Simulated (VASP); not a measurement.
```
CELL_PARAMETERS angstrom
      0.00000     3.38327     3.38327
      3.38327     0.00000     3.38327
      3.38327     3.38327     0.00000
ATOMIC_POSITIONS crystal
  Mo 0.00000 0.00000 0.00000
  Sb 0.25000 0.25000 0.25000
```

All values below come from r2SCAN meta-GGA, VASP's PBE PAW potentials (set 64) (plane waves; VASP). Numerical set-up: 400 eV cut-off, 9×9×9 Γ-centred mesh, first-order Methfessel-Paxton smearing of 0.10 eV, potentials Mo_sv Sb.

Energy and stress use the plane-wave basis of the starting cell.

The ions, cell shape and volume are relaxed. What does this cell relax into?

```
CELL_PARAMETERS angstrom
      0.00000     3.04896     3.04896
      3.04896     0.00000     3.04896
      3.04896     3.04896     0.00000
ATOMIC_POSITIONS crystal
  Mo 0.00000 0.00000 0.00000
  Sb 0.25000 0.25000 0.25000
```
Space group F-43m (216), at a tolerance of 0.03 Å.

How do energy and volume change from the first to the last step?

The energy (σ→0) changes by -572.9 meV/atom and the volume by -26.8 %, in 4 ionic steps.

```
step  E(σ→0) (eV)  max force (eV/Å)  pressure (GPa)  volume (Å³)
----  -----------  ----------------  --------------  -----------
1        -48.0920             0.000          -13.22        77.45
2        -48.6223             0.000           23.77        46.87
3        -49.2371             0.000           -0.57        57.05
4        -49.2379             0.000           -0.05        56.69
```

The structure was generated: MoSb was put into the zinc blende type (F-43m), which need not be its known phase. This run relaxes it. Symmetry was kept, so distortions that lower it aren't found. The electron count is odd and the run is not spin-polarised, which forces a metal.
